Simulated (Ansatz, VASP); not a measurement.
# Cross-check of CeO2 between VASP and Ansatz

Wanted: the spread between two codes on one cell, functional and k mesh. The cell is taken from a series of VASP runs on this material, whose earlier steps may have relaxed, scaled or displaced it; both programs get it as it stands.

Calculated with Ansatz 0.2.0; plane waves, with VASP 6.6.1 beside it; relaxation of cell and atoms at PBE, DFT+U.

In doubt: the elements are of a kind flagged for part-filled d or f shells, though by formal charges that shell is empty here, so the flag may not apply; the elements are of a kind flagged for part-filled d or f shells, though by formal charges that shell is empty here, so the flag may not apply.

### Step 1. The structure

The structure is cubic, space group Fm-3m (No. 225). Conventional cell: a = 5.499 Å, b = 5.499 Å, c = 5.499 Å, α = 90.00°, β = 90.00°, γ = 90.00°. Nearest to Ce lie 8 O at 2.38 Å. Nearest to O lie 4 Ce at 2.38 Å. Farther neighbours and most contacts between anions are not listed.

Structure file:

```xyz
3
Lattice="0.0000 2.7495 2.7495 2.7495 0.0000 2.7495 2.7495 2.7495 0.0000" Properties=species:S:1:pos:R:3 pbc="T T T"
Ce    0.0000    0.0000    0.0000
O     1.3747    1.3747    1.3747
O     4.1242    4.1242    4.1242
```

### Step 2. VASP: relaxation of cell and atoms, PBE, DFT+U

The relaxed volume is the usual yardstick between codes: its relative difference is about their pressure difference at one cell divided by the bulk modulus.

Lines of VASP's logs that name or quote its potential files are left out, and so is its time.

File INCAR:

```
SYSTEM = CeO2
PREC = Accurate
ENCUT = 520
EDIFF = 1E-06
NELM = 100
ISMEAR = 0
SIGMA = 0.05
LREAL = .FALSE.
ALGO = Normal
GGA = PE
NBANDS = 19
ISPIN = 2
MAGMOM = 1 0 0
LDAU = .TRUE.
LDAUTYPE = 2
LDAUL = 3 -1
LDAUU = 5 0
LDAUJ = 0 0
LDAUPRINT = 1
LASPH = .TRUE.
LMAXMIX = 6
LORBIT = 11
LWAVE = .FALSE.
LCHARG = .FALSE.
KPAR = 2
IBRION = 2
NSW = 60
ISIF = 3
EDIFFG = -0.01
```

File POSCAR:

```
CeO2
1.0
    0.0000000000      2.7494850744      2.7494850744
    2.7494850744      0.0000000000      2.7494850744
    2.7494850744      2.7494850744      0.0000000000
Ce O
1 2
Direct
    0.0000000000      0.0000000000      0.0000000000
    0.2500000000      0.2500000000      0.2500000000
    0.7500000000      0.7500000000      0.7500000000
```

File KPOINTS:

```
Automatic mesh
0
Gamma
6 6 6
0 0 0
```

The projector-augmented-wave data sets are Ce and O (PBE family, release 64).

On the command line:

```console
$ mpirun -np 2 vasp_std
```

Numbers of over 12 decimals in the logs are rounded to 6 here.

Output:

```text
[banner, memory and clock lines left out]
running    2 mpi-ranks, on    1 nodes
 distrk:  each k-point on    1 cores,    2 groups
 distr:  one band on    1 cores,    1 groups

 POSCAR found type information on POSCAR CeO
 POSCAR found :  2 types and       3 ions
 LDA part: xc-table for (Slater+PW92), standard interpolation
 POSCAR, INCAR and KPOINTS ok, starting setup
 FFT: planning ... GRIDC
 FFT: planning ... GRID_SOFT
 FFT: planning ... GRID
 WAVECAR not read
 entering main loop
       N       E                     dE             d eps       ncg     rms          rms(c)
DAV:   1     0.254327649836E+03    0.25433E+03   -0.10841E+04  1240   0.158E+03
DAV:   2     0.111761421709E+02   -0.24315E+03   -0.21251E+03  1536   0.298E+02
DAV:   3    -0.296150103834E+02   -0.40791E+02   -0.38163E+02  1449   0.154E+02
DAV:   4    -0.310158629426E+02   -0.14009E+01   -0.13994E+01  1837   0.282E+01
DAV:   5    -0.310903998303E+02   -0.74537E-01   -0.74516E-01  1970   0.517E+00    0.240E+01
DAV:   6    -0.248524272430E+02    0.62380E+01   -0.52467E+01  1848   0.466E+01    0.104E+01
DAV:   7    -0.248231037138E+02    0.29324E-01   -0.11099E+01  1734   0.461E+01    0.124E+01
DAV:   8    -0.245297984112E+02    0.29331E+00   -0.94460E-01  1840   0.851E+00    0.847E+00
DAV:   9    -0.246618494692E+02   -0.13205E+00   -0.32152E+00  1616   0.191E+01    0.748E+00
DAV:  10    -0.243332436250E+02    0.32861E+00   -0.84906E-01  1793   0.116E+01    0.178E+00
DAV:  11    -0.243401024475E+02   -0.68588E-02   -0.48026E-02  1774   0.145E+00    0.185E+00
DAV:  12    -0.243294659837E+02    0.10636E-01   -0.11905E-02  1864   0.102E+00    0.150E+00
DAV:  13    -0.243245473498E+02    0.49186E-02   -0.20263E-02  1545   0.199E+00    0.382E-01
DAV:  14    -0.243251780509E+02   -0.63070E-03   -0.20299E-03  1555   0.423E-01    0.207E-01
DAV:  15    -0.243250119421E+02    0.16611E-03   -0.30315E-04  2072   0.177E-01    0.172E-01
DAV:  16    -0.243250427145E+02   -0.30772E-04   -0.22016E-03  1603   0.553E-01    0.122E-01
DAV:  17    -0.243251056898E+02   -0.62975E-04   -0.30953E-04  1696   0.106E-01    0.129E-01
DAV:  18    -0.243249967297E+02    0.10896E-03   -0.88979E-05  1807   0.101E-01    0.786E-02
DAV:  19    -0.243249121362E+02    0.84594E-04   -0.21771E-04  1778   0.142E-01    0.438E-02
DAV:  20    -0.243249071033E+02    0.50329E-05   -0.16564E-05  1821   0.359E-02    0.300E-02
DAV:  21    -0.243249032700E+02    0.38333E-05   -0.11359E-05  1615   0.417E-02    0.119E-02
DAV:  22    -0.243249029823E+02    0.28771E-06   -0.90386E-07   912   0.998E-03
   1 F= -.24324903E+02 E0= -.24324903E+02  d E =-.243249E+02  mag=     0.0000
 curvature:   0.00 expect dE= 0.000E+00 dE for cont linesearch  0.000E+00
 trial: gam= 0.00000 g(F)=  0.115E-48 g(S)=  0.654E-04 ort = 0.000E+00 (trialstep = 0.100E+01)
 search vector abs. value=  0.654E-04
 bond charge predicted
       N       E                     dE             d eps       ncg     rms          rms(c)
DAV:   1    -0.243254738731E+02   -0.57060E-03   -0.14082E-02  1312   0.106E+00    0.287E-01
DAV:   2    -0.243250599109E+02    0.41396E-03   -0.20578E-03  1416   0.556E-01    0.948E-02
DAV:   3    -0.243249776976E+02    0.82213E-04   -0.11079E-03  1730   0.337E-01    0.874E-02
DAV:   4    -0.243249212933E+02    0.56404E-04   -0.18786E-04  1688   0.167E-01    0.904E-03
DAV:   5    -0.243249202830E+02    0.10103E-05   -0.37984E-05  1904   0.302E-02    0.912E-03
DAV:   6    -0.243249202263E+02    0.56671E-07   -0.32647E-06  1161   0.130E-02
   2 F= -.24324920E+02 E0= -.24324920E+02  d E =-.172440E-04  mag=     0.0000
 trial-energy change:   -0.000017  1 .order   -0.000004   -0.000065    0.000057
 step:   0.6747(harm=  0.5324)  dis= 0.00000  next Energy=   -24.324929 (dE=-0.261E-04)
 bond charge predicted
       N       E                     dE             d eps       ncg     rms          rms(c)
DAV:   1    -0.243249920168E+02   -0.71734E-04   -0.14733E-03  1312   0.342E-01    0.916E-02
DAV:   2    -0.243249438030E+02    0.48214E-04   -0.21468E-04  1616   0.175E-01    0.291E-02
DAV:   3    -0.243249372521E+02    0.65509E-05   -0.11750E-04  1766   0.104E-01    0.277E-02
DAV:   4    -0.243249305962E+02    0.66559E-05   -0.20660E-05  1680   0.559E-02    0.453E-03
DAV:   5    -0.243249304335E+02    0.16273E-06   -0.34868E-06  1352   0.106E-02
   3 F= -.24324930E+02 E0= -.24324930E+02  d E =-.274512E-04  mag=     0.0000
 curvature:  -0.24 expect dE=-0.103E-05 dE for cont linesearch -0.103E-05
 trial: gam= 0.00000 g(F)=  0.367E-49 g(S)=  0.428E-05 ort =-0.167E-04 (trialstep = 0.935E+00)
 search vector abs. value=  0.428E-05
 reached required accuracy - stopping structural energy minimisation
```

From OUTCAR (step 2):

```text
ion  position               nearest neighbor table
   1  0.000  0.000  0.000-   2 2.38   3 2.38   3 2.38   3 2.38   3 2.38   2 2.38   2 2.38   2 2.38

  LATTYP: Found a face centered cubic cell.
 ALAT       =     5.4989701488

 Subroutine GETGRP returns: Found 48 space group operations
 (whereof 48 operations were pure point group operations)

The static configuration has the point symmetry O_h .

 Found     16 irreducible k-points:

   k-points           NKPTS =     16   k-points in BZ     NKDIM =     16   number of bands    NBANDS=     19

   dimension x,y,z NGX =    30 NGY =   30 NGZ =   30
   dimension x,y,z NGXF=    60 NGYF=   60 NGZF=   60

   ENCUT  =  520.0 eV  38.22 Ry    6.18 a.u.   7.23  7.23  7.23*2*pi/ulx,y,z

   NELECT =      24.0000    total number of electrons

 k-points in reciprocal lattice and weights: Automatic mesh
   0.00000000  0.00000000  0.00000000       0.005
   0.16666667  0.00000000  0.00000000       0.037
   0.33333333  0.00000000  0.00000000       0.037
   0.50000000  0.00000000  0.00000000       0.019
   0.16666667  0.16666667  0.00000000       0.028
   0.33333333  0.16666667  0.00000000       0.111
   0.50000000  0.16666667  0.00000000       0.111
  -0.33333333  0.16666667  0.00000000       0.111
  -0.16666667  0.16666667  0.00000000       0.056
[...]
-0.33333333  0.33333333  0.16666667       0.111
  -0.33333333  0.50000000  0.16666667       0.056

atom =   1  type =  1  l = 3

 onsite density matrix

spin component  1

  0.0386  0.0000  0.0103  0.0000  0.0000  0.0000  0.0000
  0.0000  0.1384 -0.0000  0.0000 -0.0000 -0.0000 -0.0000
  0.0103 -0.0000  0.0333 -0.0000 -0.0000 -0.0000  0.0000
  0.0000  0.0000 -0.0000  0.0466  0.0000 -0.0000  0.0000
  0.0000 -0.0000 -0.0000  0.0000  0.0333  0.0000 -0.0103
  0.0000 -0.0000 -0.0000 -0.0000  0.0000  0.0253  0.0000
  0.0000 -0.0000  0.0000  0.0000 -0.0103  0.0000  0.0386

spin component  2

 occupancies and eigenvectors

  o =  0.0253  v = -0.6114  0.0000  0.7893  0.0000  0.0123  0.0549  0.0095  0.0000  0.0000  0.0000  0.0000  0.0000  0.0000  0.0000      0.0000  0.0000  0.0000  0.0000  0.0000  0.0000  0.0000  0.0000  0.0000  0.0000  0.0000  0.0000  0.0000  0.0000
  o =  0.0253  v =  0.0328 -0.0000 -0.0423  0.0000 -0.0585  0.9958 -0.0453  0.0000  0.0000  0.0000  0.0000  0.0000  0.0000  0.0000      0.0000  0.0000  0.0000  0.0000  0.0000  0.0000  0.0000  0.0000  0.0000  0.0000  0.0000  0.0000  0.0000  0.0000
  o =  0.0253  v =  0.0119 -0.0000 -0.0154  0.0000  0.7883  0.0731  0.6106  0.0000  0.0000  0.0000  0.0000  0.0000  0.0000  0.0000      0.0000  0.0000  0.0000  0.0000  0.0000  0.0000  0.0000  0.0000  0.0000  0.0000  0.0000  0.0000  0.0000  0.0000
  o =  0.0253  v =  0.0000  0.0000  0.0000  0.0000  0.0000  0.0000  0.0000  0.6121  0.0000 -0.7902 -0.0000 -0.0129 -0.0234 -0.0100      0.0000  0.0000  0.0000  0.0000  0.0000  0.0000  0.0000  0.0000  0.0000  0.0000  0.0000  0.0000  0.0000  0.0000
  o =  0.0253  v =  0.0000  0.0000  0.0000  0.0000  0.0000  0.0000  0.0000  0.0102 -0.0000 -0.0132 -0.0000  0.7904  0.0137  0.6122      0.0000  0.0000  0.0000  0.0000  0.0000  0.0000  0.0000  0.0000  0.0000  0.0000  0.0000  0.0000  0.0000  0.0000
  o =  0.0253  v =  0.0000  0.0000  0.0000  0.0000  0.0000  0.0000  0.0000 -0.0142  0.0000  0.0183 -0.0000  0.0111 -0.9996  0.0086      0.0000  0.0000  0.0000  0.0000  0.0000  0.0000  0.0000  0.0000  0.0000  0.0000  0.0000  0.0000  0.0000  0.0000
  o =  0.0466  v =  0.7905  0.0000  0.6124  0.0041  0.0036 -0.0000 -0.0046  0.0000  0.0000  0.0000  0.0000  0.0000  0.0000  0.0000      0.0000  0.0000  0.0000  0.0000  0.0000  0.0000  0.0000  0.0000  0.0000  0.0000  0.0000  0.0000  0.0000  0.0000
  o =  0.0466  v =  0.0046  0.0000  0.0035  0.0089 -0.6123 -0.0000  0.7905  0.0000  0.0000  0.0000  0.0000  0.0000  0.0000  0.0000      0.0000  0.0000  0.0000  0.0000  0.0000  0.0000  0.0000  0.0000  0.0000  0.0000  0.0000  0.0000  0.0000  0.0000
  o =  0.0466  v = -0.0033  0.0000 -0.0025  1.0000  0.0054 -0.0000 -0.0070  0.0000  0.0000  0.0000  0.0000  0.0000  0.0000  0.0000      0.0000  0.0000  0.0000  0.0000  0.0000  0.0000  0.0000  0.0000  0.0000  0.0000  0.0000  0.0000  0.0000  0.0000
  o =  0.0466  v =  0.0000  0.0000  0.0000  0.0000  0.0000  0.0000  0.0000  0.7906  0.0000  0.6124  0.0030  0.0026 -0.0000 -0.0034      0.0000  0.0000  0.0000  0.0000  0.0000  0.0000  0.0000  0.0000  0.0000  0.0000  0.0000  0.0000  0.0000  0.0000
  o =  0.0466  v =  0.0000  0.0000  0.0000  0.0000  0.0000  0.0000  0.0000  0.0034  0.0000  0.0026 -0.0248 -0.6122  0.0000  0.7903      0.0000  0.0000  0.0000  0.0000  0.0000  0.0000  0.0000  0.0000  0.0000  0.0000  0.0000  0.0000  0.0000  0.0000
  o =  0.0466  v =  0.0000  0.0000  0.0000  0.0000  0.0000  0.0000  0.0000 -0.0023 -0.0000 -0.0018  0.9997 -0.0152 -0.0000  0.0196      0.0000  0.0000  0.0000  0.0000  0.0000  0.0000  0.0000  0.0000  0.0000  0.0000  0.0000  0.0000  0.0000  0.0000
  o =  0.1384  v =  0.0000 -1.0000 -0.0000 -0.0000 -0.0000 -0.0000  0.0000  0.0000  0.0000  0.0000  0.0000  0.0000  0.0000  0.0000      0.0000  0.0000  0.0000  0.0000  0.0000  0.0000  0.0000  0.0000  0.0000  0.0000  0.0000  0.0000  0.0000  0.0000
  o =  0.1384  v =  0.0000  0.0000  0.0000  0.0000  0.0000  0.0000  0.0000  0.0000 -1.0000  0.0000 -0.0000 -0.0000 -0.0000  0.0000      0.0000  0.0000  0.0000  0.0000  0.0000  0.0000  0.0000  0.0000  0.0000  0.0000  0.0000  0.0000  0.0000  0.0000

 average (electrostatic) potential at core
       1 -79.2226       2 -68.0500       3 -68.0500

 E-fermi :   5.2668

 spin component 1
 k-point     1 :       0.0000    0.0000    0.0000
  band No.  band energies     occupation
    ...
      8       1.3846      1.00000
      9       1.3846      1.00000
     10       4.7391      1.00000
     11       4.7391      1.00000
     12       4.7391      1.00000
     13       7.5468      0.00000
     14       7.8959      0.00000
     15       7.8959      0.00000
     16       7.8959      0.00000
     17       8.2600      0.00000
    ...

 k-point     2 :       0.1667    0.0000    0.0000
  band No.  band energies     occupation
    ...
      8       1.6206      1.00000
      9       2.0149      1.00000
     10       4.4518      1.00000
     11       4.5981      1.00000
     12       4.5981      1.00000
     13       7.5764      0.00000
     14       7.8577      0.00000
     15       7.8577      0.00000
     16       7.8979      0.00000
     17       8.0728      0.00000
    ...

 k-point     3 :       0.3333    0.0000    0.0000
  band No.  band energies     occupation
    ...
      8       2.0558      1.00000
      9       3.2439      1.00000
     10       4.0565      1.00000
     11       4.4335      1.00000
     12       4.4335      1.00000
     13       7.5705      0.00000
     14       7.7542      0.00000
     15       7.7542      0.00000
     16       7.8389      0.00000
     17       7.9020      0.00000
    ...

 k-point     4 :       0.5000    0.0000    0.0000
  band No.  band energies     occupation
    ...
      8       2.2323      1.00000
      9       3.8603      1.00000
     10       3.8977      1.00000
     11       4.4382      1.00000
     12       4.4382      1.00000
     13       7.4026      0.00000
     14       7.7131      0.00000
     15       7.7131      0.00000
     16       7.9040      0.00000
     17       7.9155      0.00000
    ...

 k-point     5 :       0.1667    0.1667    0.0000
  band No.  band energies     occupation
    ...
      8       1.7870      1.00000
      9       2.1226      1.00000
     10       3.6725      1.00000
     11       4.8881      1.00000
     12       4.8881      1.00000
     13       7.5923      0.00000
     14       7.8162      0.00000
     15       7.8996      0.00000
     16       7.8996      0.00000
     17       7.9800      0.00000
    ...

 k-point     6 :       0.3333    0.1667    0.0000
  band No.  band energies     occupation
    ...
      8       2.2488      1.00000
      9       3.0385      1.00000
     10       3.1881      1.00000
     11       4.8169      1.00000
     12       4.8228      1.00000
     13       7.6615      0.00000
     14       7.7283      0.00000
     15       7.7828      0.00000
     16       7.8868      0.00000
     17       7.9284      0.00000
    ...

  Total       -0.0094233     -0.0094233     -0.0094233     -0.0000000     -0.0000000     -0.0000000
  in kB       -0.3627507     -0.3627507     -0.3627507     -0.0000000     -0.0000000     -0.0000000
  external PRESSURE =      -0.3627507 kB  Pullay stress =       0.0000000 kB

  energy-cutoff  :      520.00
  volume of cell :       41.62
      direct lattice vectors                 reciprocal lattice vectors
     0.000000000  2.750583165  2.750583165    -0.181779634  0.181779634  0.181779634
     2.750583165  0.000000000  2.750583165     0.181779634 -0.181779634  0.181779634
     2.750583165  2.750583165  0.000000000     0.181779634  0.181779634 -0.181779634

 POSITION                                       TOTAL-FORCE (eV/Angst)
 -----------------------------------------------------------------------------------
      0.00000      0.00000      0.00000         0.000000     -0.000000     -0.000000
      1.37529      1.37529      1.37529         0.000000      0.000000      0.000000
      4.12587      4.12587      4.12587        -0.000000     -0.000000     -0.000000
 -----------------------------------------------------------------------------------
    total drift:                                0.000000     -0.000000      0.000000

  FREE ENERGIE OF THE ION-ELECTRON SYSTEM (eV)
  ---------------------------------------------------
  free  energy   TOTEN  =       -24.3249304335 eV

  energy  without entropy=      -24.3249304335  energy(sigma->0) =      -24.32493043

 reached required accuracy - stopping structural energy minimisation

 total charge
# of ion       s       p       d       f       tot
--------------------------------------------------
    1        2.010   5.815   0.910   0.699   9.433
    2        1.571   3.445   0.000   0.000   5.016
    3        1.571   3.445   0.000   0.000   5.016
--------------------------------------------------
tot          5.152  12.705   0.910   0.699  19.465

 magnetization (x)
# of ion       s       p       d       f       tot
--------------------------------------------------
    1        0.000   0.000   0.000   0.000   0.000
    2       -0.000  -0.000   0.000   0.000  -0.000
    3       -0.000  -0.000   0.000   0.000  -0.000
--------------------------------------------------
tot          0.000  -0.000   0.000   0.000  -0.000

[... 2 further parts left out ...]
```

CONTCAR:

```
CeO2
   1.00000000000000
     0.0000000000000000    2.7505831652529169    2.7505831652529169
     2.7505831652529169    0.0000000000000000    2.7505831652529169
     2.7505831652529169    2.7505831652529169    0.0000000000000000
  Ce              O
     1     2
Direct
     0.0000000000000000    0.0000000000000000    0.0000000000000000
     0.2500000000000000    0.2500000000000000    0.2500000000000000
     0.7500000000000000    0.7500000000000000    0.7500000000000000
```

The moments of VASP's start collapse, so its state is non-magnetic. DFT+U on an f shell has many metastable occupations, and no search among them was made.

(Continued in part 2 of 2.)

[Lines on the potential files, build, host, timing and source positions are cut from VASP's logs without a mark.]

[Logs are printed without paths, hosts, clocks, repeated set-up lines and the standing remarks that a program may print on its own settings, such as how far it seeks lower states.]

[Hosts, paths, dates, database ids (printed as entryN), source tags and the programs' standing remarks are cut or masked in the printed files.]
